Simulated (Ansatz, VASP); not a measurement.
Ga2Te2O in VASP and in Ansatz

```
Ga Te O
1.0
     5.27288    0.00000    0.00000
    -2.63644    4.56645    0.00000
     0.00000    0.00000    7.96379
Ga Te O
2 2 1
Cartesian
  0.0000 0.0000 2.0562
  0.0000 0.0000 5.9075
  0.0000 3.0443 3.9819
  2.6364 1.5221 3.9819
  0.0000 0.0000 3.9819
```

Alike in both runs: functional PBE; k mesh 6 × 6 × 4; occupations gaussian, width 0.1 eV; no spin polarisation.

Ansatz relaxed the structure, and its values are those at the end. VASP's run is a single point on that final structure, the one shown.

```csv
,VASP,Ansatz
version,VASP 6.6.1,Ansatz 0.2.0
potentials or method,"VASP PAW PBE potentials, release 64 (Ga_d, Te, O)","scalar-relativistic, plane waves, PAW"
plane-wave cutoff (eV),520,420
valence electrons in the cell,44,64
```

|  | VASP | Ansatz | Ansatz less VASP |
| --- | --- | --- | --- |
| gap on the k mesh at the Fermi level (eV) | none | none | - |
| pressure (GPa) | 0.2 | 0.2 | -0.04 |
| rms of the force components (eV/Å) | 0.025 | 0.003 | -0.0222 |

A gap of «none» marks a metal or a gap that the smearing closes. The functional is the same, so the differences come from potentials, cutoffs and numerics. The two sets of potentials don't hold the same shells in valence.

Caveats: this functional lacks dispersion, which binds the layers, so the pressure and a relaxed spacing across them are unreliable. The runs have no spin-orbit coupling, so splittings on Te are missing.
